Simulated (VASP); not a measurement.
# Ti4Ge3: relaxation of cell and atoms with PBE

Crystal: Ti4Ge3.

```
CELL_PARAMETERS angstrom
4.78000 0.00000 0.00000
0.00000 4.78000 0.00000
0.00000 0.00000 4.78000
ATOMIC_POSITIONS crystal
Ti 0.00000 0.00000 0.00000
Ti 0.50000 0.00000 0.50000
Ti 0.50000 0.50000 0.00000
Ti 0.00000 0.50000 0.50000
Ge 0.50000 0.00000 0.00000
Ge 0.00000 0.50000 0.00000
Ge 0.00000 0.00000 0.50000
```

The cell was built by a generator and needn't be a form met in nature.

* Program: VASP 6.6.1
* Task: relaxation of cell and atoms
* Functional: PBE
* Potentials or basis: VASP PAW PBE potentials, release 64 (Ti_sv, Ge_d)
* Cutoff: 520 eV
* k mesh: 4 × 4 × 4
* Occupations: gaussian, width 0.15 eV
* Spin: no spin polarisation
* Further INCAR settings: PREC = Normal; ALGO = Fast; EDIFF = 0.0001; IBRION = 2; EDIFFG = -0.08; NSW = 24; ISIF = 3

```
Relaxed volume                         : 18.72 Å³/atom
Relaxed cell                           : a = 5.079 Å, b = 5.079 Å, c = 5.079 Å, α = 90.00°, β = 90.00°, γ = 90.00°
Space group after relaxing (to 0.05 Å) : Pm-3m (No. 221)
Energy gained by relaxing              : 237.8 meV/atom
Ionic steps                            : 6
Pressure after relaxing                : 0.0 GPa
Band gap on the k mesh                 : none (metal or under the smearing width)
```

Step by step:
| step | energy change (eV) | largest force (eV/Å) | pressure (GPa) | volume (Å³) |
| --- | --- | --- | --- | --- |
| 1 | 0.0000 | 0.0000 | 25.83 | 109.22 |
| 2 | 0.0747 | 0.0000 | -14.09 | 153.99 |
| 3 | -1.5834 | 0.0000 | 2.53 | 128.47 |
| 4 | -1.6624 | 0.0000 | -1.19 | 131.62 |
| 5 | -1.6620 | 0.0000 | 0.83 | 130.58 |
| 6 | -1.6644 | 0.0000 | 0.04 | 131.04 |

Final structure:
```xyz
7
Lattice="5.0792 0.0000 0.0000 0.0000 5.0792 0.0000 0.0000 0.0000 5.0792" Properties=species:S:1:pos:R:3 pbc="T T T"
Ti    0.0000    0.0000    0.0000
Ti    2.5396    0.0000    2.5396
Ti    2.5396    2.5396    0.0000
Ti    0.0000    2.5396    2.5396
Ge    2.5396    0.0000    0.0000
Ge    0.0000    2.5396    0.0000
Ge    0.0000    0.0000    2.5396
```

Levels at points of the mesh, in eV from the Fermi level:
```csv
k point,band 43,band 44,band 45,band 46,band 47,band 48
"(0.00, 0.00, 0.00)",0.13,0.13,0.32,0.32,0.32,0.56
"(0.50, 0.00, 0.00)",-0.84,-0.50,-0.20,-0.20,0.56,0.56
"(0.50, 0.50, 0.00)",-1.72,-0.53,-0.46,0.44,0.75,0.96
"(0.50, 0.50, 0.50)",-1.96,-0.52,0.06,0.06,0.06,1.36
```

It took 5.5 min on 1 thread of Intel(R) Xeon(R) 6975P-C (Granite Rapids), with other jobs on the host, peak memory 0.19 GiB.

Caveat: the volume moved by over 15 % at a fixed basis, so the end points are rough; the relaxation stopped at a loose force limit of 0.08 eV/Å, so its end isn't a converged minimum.
